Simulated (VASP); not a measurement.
Input:

```
CELL_PARAMETERS angstrom
      0.00000     2.26667     2.26667
      2.26667     0.00000     2.26667
      2.26667     2.26667     0.00000
ATOMIC_POSITIONS crystal
  Hf 0.00000 0.00000 0.00000
  N  0.50000 0.50000 0.50000
```

Computed with optB88-vdW, VASP's PBE PAW potentials (set 64) (plane waves; VASP). Numerical set-up: 520 eV cut-off, 16×16×16 Γ-centred mesh, tetrahedra with Blöchl corrections, potentials Hf_pv N.

Unless said otherwise, spin-orbit coupling is left out, though it shifts the bands of the heavy elements here.

Question: Estimate the energy per atom (σ→0), band gap (on the k-mesh) with the smallest direct gap where there is one.

Answer: 
The band gap (on the k-mesh) comes out as none (metal, semimetal or under 0.01 eV) and the energy per atom (σ→0) comes out as -9.011 eV/atom.

Only differences to runs with the same potentials and settings are physical.

The compound is HfN in the rock salt structure. It was relaxed first. The electron count is odd and the run is not spin-polarised, which forces a metal.
